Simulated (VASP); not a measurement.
CoGa (CsCl type): computed properties

Method: PBEsol GGA, VASP's PBE PAW potentials (set 64) (plane waves; VASP).

| Item | Result |
|---|---|
| space group | Pm-3m (221) |
| cell | a = b = c = 2.8373 Å, α = β = γ = 90.00° |
| volume per atom | 11.42 Å³/atom |
| band gap (over mesh and band path) | none (metal, semimetal or under 0.01 eV) |
| Hill bulk modulus | 202 GPa |
| Hill shear modulus | 79.8 GPa |
| Poisson's ratio | 0.326 |
| band gap with spin-orbit coupling | none (metallic) |
| density | 9.35 g/cm³ |
| optical Γ-point spectrum | 245 (×3) cm⁻¹ |
| C11 | 255 GPa |
| C12 | 176 GPa |
| C44 | 128 GPa |

```cif
data_CoGa
_chemical_formula_sum 'Ga1 Co1'
_space_group_name_H-M_alt 'P 1'
_space_group_IT_number 1
_cell_length_a 2.83731
_cell_length_b 2.83731
_cell_length_c 2.83731
_cell_angle_alpha 90.000
_cell_angle_beta 90.000
_cell_angle_gamma 90.000
loop_
_space_group_symop_operation_xyz
  'x, y, z'
loop_
_atom_site_label
_atom_site_type_symbol
_atom_site_fract_x
_atom_site_fract_y
_atom_site_fract_z
_atom_site_occupancy
Ga1 Ga 0.50000 0.50000 0.50000 1
Co1 Co 0.00000 0.00000 0.00000 1
```

Finite-difference elastic constants of metals are sensitive to mesh and smearing; shear constants can be off by tens of GPa.

The compound is CoGa in the CsCl type structure. It was relaxed first. Symmetry was kept, so distortions that lower it aren't found. The run is not spin-polarised, so no magnetic state was tried.
